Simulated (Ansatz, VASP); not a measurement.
**Two plane-wave programs on Y2BN3**

INCAR

```
SYSTEM = Y2BN3
  PREC = Accurate
  ENCUT = 600
  EDIFF = 1E-6
  ISMEAR = 0
  SIGMA = 0.15
  LREAL = .False.
  LASPH = .True.
  NELM = 100
  ALGO = Normal
  ISIF = 3
  LWAVE = .False.
  LCHARG = .False.
  GGA = PE
  IBRION = 2
  NSW = 36
  EDIFFG = -0.08
```

File KPOINTS:

```
Automatic mesh
0
Gamma
  4 4 2
  0 0 0
```

POSCAR

```
Y2BN3
1.0
    3.8802547100      0.0000000000      0.0000000000
   -1.9401273600      3.3603991600      0.0000000000
    0.0000000000      0.0000000000      6.6439465900
Y B N
2 1 3
Direct
    0.3333333300      0.6666666700      0.7315216700
    0.3333333300      0.6666666700      0.2629973000
    0.0000000000      0.0000000000      0.5270744600
    0.6666666700      0.3333333300      0.4810249200
    0.6666666700      0.3333333300      0.0413764600
    0.0000000000      0.0000000000      0.9560042000
```

Input for Ansatz:

```yaml
crystal:
  lattice:
    - [3.88025471, 0.0, 0.0]
    - [-1.94012736, 3.36039916, 0.0]
    - [0.0, 0.0, 6.64394659]
  atoms:
    - { symbol: "Y", position: [0.33333333, 0.66666667, 0.73152167] }
    - { symbol: "Y", position: [0.33333333, 0.66666667, 0.2629973] }
    - { symbol: B, position: [0.0, 0.0, 0.52707446] }
    - { symbol: "N", position: [0.66666667, 0.33333333, 0.48102492] }
    - { symbol: "N", position: [0.66666667, 0.33333333, 0.04137646] }
    - { symbol: "N", position: [0.0, 0.0, 0.9560042] }
basis:
  ecutwfc: 420
kpoints:
  mp_grid: { grid: [4, 4, 2] }
hamiltonian:
  xc: pbe
scf:
  occupations: { method: gaussian, width: 0.15 }
  lower_state_search: "off"
output:
  forces: true
  stress: true
  eigenvalues: true
relax:
  adjacent_minimum: "off"
  f_tol: 0.08
  max_steps: 16
  cell: { stress_tol: 0.8 }
```

Change from the starting cell: species swapped into the Sm2Ga3Cu type (P3m1, No. 156).

Alike in both runs: task relaxation of cell and atoms; functional PBE; k mesh 4 × 4 × 2; occupations gaussian, width 0.15 eV; no spin polarisation.

|  | VASP | Ansatz |
| --- | --- | --- |
| version | VASP 6.6.1 | Ansatz 0.2.0 |
| potentials or method | VASP PAW PBE potentials, release 64 (Y_sv, B, N) | scalar-relativistic, plane waves, PAW |
| plane-wave cutoff (eV) | 600 | 420 |
| valence electrons in the cell | 40 | 40 |

|  | VASP | Ansatz | Ansatz less VASP |
| --- | --- | --- | --- |
| gap on the k mesh at the Fermi level, each at its own relaxed structure (eV) | none | none | - |
| relaxed volume (Å³/atom) | 11.72 | 11.75 | +0.035 |
| relaxed cell length with the largest relative difference (Å) | 6.845 | 6.863 | +0.0179 |
| energy change over the relaxation (meV/atom) | -539 | -536 | +2.6 |

A gap of «none» marks a metal or a gap that the smearing closes.

Caveats: the k mesh is coarse (spacing up to 0.47 Å⁻¹), so the values aren't converged; the volume moved by over 15 % at a fixed basis, so the end points are rough (VASP).
